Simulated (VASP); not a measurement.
Input:

```
AgI
1.0
    0.00000     3.24386     3.24386
    3.24386     0.00000     3.24386
    3.24386     3.24386     0.00000
Ag I
1 1
Direct
  0.00000   0.00000   0.00000
  0.25000   0.25000   0.25000
```

All values below come from PBE GGA with D4 dispersion, VASP's PBE PAW potentials (set 64) (plane waves; VASP). Numerical set-up: 520 eV cut-off, Gaussian smearing of 0.050 eV, potentials Ag I.

Unless said otherwise, spin-orbit coupling is left out, though it shifts the bands of the heavy elements here.

Task: Give the energies of bands 2 to 12 at the high-symmetry points, in eV from the valence-band maximum.

Result: 
| band | Γ | X | U | L | W |
|---|---|---|---|---|---|
| 2 | -4.24 | -4.53 | -4.31 | -4.16 | -4.17 |
| 3 | -4.24 | -3.73 | -3.84 | -4.07 | -3.96 |
| 4 | -4.24 | -3.73 | -3.72 | -4.07 | -3.74 |
| 5 | -3.09 | -3.00 | -3.06 | -3.06 | -3.15 |
| 6 | -3.09 | -2.96 | -3.05 | -3.06 | -2.86 |
| 7 | 0.00 | -2.61 | -2.81 | -2.94 | -2.77 |
| 8 | 0.00 | -1.79 | -2.01 | -0.72 | -2.15 |
| 9 | 0.00 | -1.79 | -1.43 | -0.72 | -1.64 |
| 10 | 1.34 | 3.61 | 3.93 | 2.76 | 4.77 |
| 11 | 5.75 | 3.84 | 5.01 | 6.23 | 5.22 |
| 12 | 5.75 | 8.51 | 7.68 | 6.23 | 6.40 |

The gap is direct, 1.34 eV, from the valence maximum at Γ to the conduction minimum at Γ.

The compound is AgI in the zinc blende structure, whereas wurtzite is the usual form. It was relaxed first.
